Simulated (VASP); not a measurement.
Given:

```xyz
2
Lattice="3.9412 -2.1927 -0.0282 3.9412 2.1927 -0.0282 2.7472 0.0000 3.5770" Properties=species:S:1:pos:R:3 pbc="T T T"
Sb     2.5089     0.0000     0.8309
Sb     8.1207     0.0000     2.6895
```

Level of theory: LDA (Ceperley-Alder, Perdew-Zunger), VASP's LDA PAW potentials (set 64) (plane waves; VASP). Settings: 520 eV cut-off, 10×10×10 Γ-centred mesh, first-order Methfessel-Paxton smearing of 0.10 eV, potentials Sb.

Question: The ions and cell shape at fixed volume are relaxed. Which structure does the run end with?

Answer: 
```xyz
2
Lattice="3.9876 -2.1776 -0.0037 3.9876 2.1776 -0.0037 2.8018 0.0000 3.5768" Properties=species:S:1:pos:R:3 pbc="T T T"
Sb     2.5130     0.0000     0.8323
Sb     8.2640     0.0000     2.7370
```
Space group R-3m (166), at a tolerance of 0.03 Å.

Question: How much energy does the relaxation gain?

Answer: The energy (σ→0) changes by -4.4 meV/atom, in 6 ionic steps.

The compound is Sb in the a7 structure. This cell is one point of a volume scan, at 1.06 of the reference volume. Symmetry was kept, so distortions that lower it aren't found.
